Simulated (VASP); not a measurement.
A hop in Si (diamond): Cu between interstitial sites, in a supercell of 65 atoms. Nudged elastic band with 3 images between relaxed ends, without a climbing image, so the barrier is a lower bound. Method: PBE GGA, VASP's PBE PAW potentials (set 64) (plane waves; VASP). Run with PREC = Normal, LREAL = Auto, ISYM = 0, 400 eV cut-off, 1×1×1 Γ-centred mesh, Gaussian smearing of 0.050 eV, potentials Si Cu.

The supercell is sampled at Γ alone, which is coarse: total energies, pressure and levels can be off, energies of defects by several tenths of an eV.

First end (POSCAR):

```
CuSi64
1.0
    10.937075    0.000000    0.000000
     0.000000   10.937075    0.000000
     0.000000    0.000000   10.937075
Si Cu
64 1
Direct
     0.500113    0.999011    0.999264
     0.628437    0.122824    0.121722
     0.751962    0.250736    0.998565
     0.875861    0.375074    0.124859
     0.751279    0.999364    0.250099
     0.875525    0.124879    0.374931
     0.000266    0.000033    0.000171
     0.125334    0.124640    0.125481
     0.249879    0.249368    0.999458
     0.375027    0.375106    0.123187
     0.500285    0.500546    0.999297
     0.624772    0.625193    0.125522
     0.749888    0.750051    0.000340
     0.875192    0.874964    0.125005
     0.250115    0.998577    0.249911
     0.375327    0.123281    0.374584
     0.503172    0.246948    0.246580
     0.626806    0.374796    0.374965
     0.750835    0.499928    0.249430
     0.874984    0.624582    0.374895
     0.500751    0.999731    0.500280
     0.625728    0.125097    0.625341
     0.751274    0.249720    0.500141
     0.875079    0.375230    0.625086
     0.750513    0.999509    0.749831
     0.875219    0.124484    0.874770
     0.999355    0.499983    0.998813
     0.122474    0.628189    0.122069
     0.251000    0.751343    0.999026
     0.375800    0.874752    0.125295
     0.999812    0.249824    0.250040
     0.123854    0.375167    0.375193
     0.246815    0.502970    0.246792
     0.374704    0.626055    0.375660
     0.500240    0.750512    0.250817
     0.625540    0.875396    0.375037
     0.999690    0.999096    0.499533
     0.122666    0.122777    0.627497
     0.247915    0.247247    0.502711
     0.375946    0.374603    0.626935
     0.503627    0.502897    0.503482
     0.628056    0.628661    0.627631
     0.751669    0.751264    0.499386
     0.875922    0.874809    0.624980
     0.250451    0.999382    0.750709
     0.375261    0.124629    0.875216
     0.500988    0.249510    0.751440
     0.625519    0.375548    0.875171
     0.751045    0.500202    0.750799
     0.874701    0.625250    0.875308
     0.998990    0.750853    0.250642
     0.125313    0.874504    0.375338
     0.999564    0.500393    0.500496
     0.124997    0.624862    0.626095
     0.249854    0.750394    0.501173
     0.375273    0.875454    0.625034
     0.998927    0.250343    0.751000
     0.124988    0.374747    0.875110
     0.250159    0.499600    0.750821
     0.374971    0.625015    0.874876
     0.499567    0.751318    0.751145
     0.625268    0.875019    0.875040
     0.000153    0.750129    0.750956
     0.125406    0.875423    0.875231
     0.376122    0.375650    0.374460
```

Last end:

```
CuSi64
1.0
    10.937075    0.000000    0.000000
     0.000000   10.937075    0.000000
     0.000000    0.000000   10.937075
Si Cu
64 1
Direct
     0.500612    1.000113    1.000318
     0.625456    0.125681    0.124697
     0.750754    0.250210    0.999732
     0.874825    0.375425    0.123817
     0.750144    1.000454    0.249661
     0.874330    0.123937    0.375359
     0.000253    0.000091    0.000199
     0.125806    0.123622    0.124498
     0.250096    0.249693    1.000218
     0.375302    0.375046    0.123907
     0.500181    0.500379    0.999919
     0.625838    0.624687    0.124474
     0.749835    0.750147    0.000428
     0.875059    0.875150    0.125013
     0.250385    0.999422    0.250119
     0.375502    0.124229    0.374510
     0.500053    0.250245    0.249702
     0.626001    0.374682    0.374621
     0.750218    0.499745    0.249642
     0.874294    0.624906    0.374606
     0.500548    1.000493    0.500061
     0.626733    0.124078    0.624897
     0.750401    0.250009    0.499938
     0.874432    0.374973    0.625278
     0.750497    0.999555    0.749807
     0.875108    0.124580    0.874892
     1.000213    0.500362    0.999688
     0.124793    0.625782    0.123881
     0.250458    0.750390    0.999958
     0.375376    0.875792    0.124240
     0.997682    0.247153    0.247420
     0.122438    0.372272    0.371845
     0.249860    0.500265    0.247956
     0.377697    0.627556    0.372413
     0.502936    0.752722    0.248111
     0.626571    0.876521    0.375439
     1.000691    1.000146    0.499879
     0.125168    0.124787    0.625059
     0.250803    0.248701    0.499910
     0.379361    0.371363    0.628472
     0.502111    0.499922    0.500209
     0.625904    0.626011    0.625125
     0.750558    0.750308    0.499811
     0.874956    0.875828    0.624519
     0.250168    1.000339    0.749836
     0.374824    0.123678    0.876411
     0.503750    0.246871    0.753726
     0.626679    0.375974    0.876282
     0.750079    0.500532    0.749818
     0.873670    0.624857    0.876344
     0.999930    0.750035    0.250148
     0.125177    0.875264    0.375000
     0.998793    0.500141    0.500069
     0.122211    0.627704    0.628704
     0.250167    0.751246    0.500807
     0.375572    0.876185    0.625212
     0.999964    0.249919    0.750063
     0.124849    0.374511    0.875823
     0.250579    0.499265    0.751567
     0.375204    0.625268    0.875588
     0.500033    0.750353    0.750154
     0.625264    0.875139    0.875126
    -0.002428    0.752687    0.753502
     0.125835    0.876411    0.876132
     0.250670    0.498634    0.501114
```

Predict the energy profile and the barrier.

```tsv
image	path length (Å)	E − E(first end) (eV)
0	0.00	0.000
1	0.62	0.087
2	1.25	0.276
3	1.87	0.090
4	2.49	-0.002
```
The highest image is number 2 (counting the first end as 0), 1.25 Å along the path. The barrier is 0.28 eV forward and 0.28 eV back; the ends differ by 0.00 eV.

The cell is a supercell with a defect, built from Si (diamond): Cu between interstitial sites. The total moment is imposed (NUPDOWN), so this need not be the lowest spin state.
